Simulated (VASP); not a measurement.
# MgTe: transverse stress against strain

MgTe (wurtzite, P6_3mc, 34.470 Å³/atom and stress up to 0.03 GPa in the relaxed cell, c along z) under an equal strain ε along x and y, with z held. PBE in VASP (plane waves, PAW), 480 eV, 12×12×4 Γ-centred mesh, Gaussian smearing 0.05 eV; ions are relaxed, or left where forces stay under 0.02 eV/Å, within the symmetry of each cell. Stress is positive for a compressed cell.

Here s stands for strain and y for stress zz.

```csv
strain (%),stress zz (GPa)
-3.00,?
-1.50,0.77
-1.00,0.51
-0.50,0.26
0.00,0.03
0.50,-0.19
1.00,-0.41
1.50,-0.61
```

Task: Using a straight line, estimate the missing y at s = -3.00 from the other rows, showing the fit.

Result: Means: s 0, y 0.051. About the means, the sum of products is -3.2150 and the sum of squares of s is 7.0000; the slope is their ratio. Least squares gives y = 0.051 - 0.4593·s. Residuals (row less fit): 0.030, 0.000, -0.021, -0.021, -0.011, -0.002, 0.028; standard error 0.023 (degrees of freedom: 5). The slope gives the elastic constant 2C13 = 45.9 ± 0.9 GPa (± standard error of the fit, which holds the terms cut off). At the withheld row, y = 0.051 - 0.4593 × (-3.0) = 1.429 GPa. The calculation gives 1.69 GPa, 0.261 GPa above the prediction (11.3 % of the range of y in the table). The row lies outside the fitted rows, so this is an extrapolation. From the scatter of the fitted rows alone, a prediction at this place has a standard error of 0.036 GPa, so the miss is 7.3 times that.

A polynomial of degree 2 through the 12 other runs of the series gives 1.67 there, so most of the miss is curvature that the fit leaves out. Spin-orbit coupling is left out, which can shift these values for the heavy elements here. Rows are the converged runs of the series near zero and its far end, less any whose ions stayed unrelaxed beside relaxed ones; series whose fitted rows scatter by over a few per cent of the range, as at a crossing or softening among them, aren't shown in this form. Most that stay on the fit to the last digits aren't either.
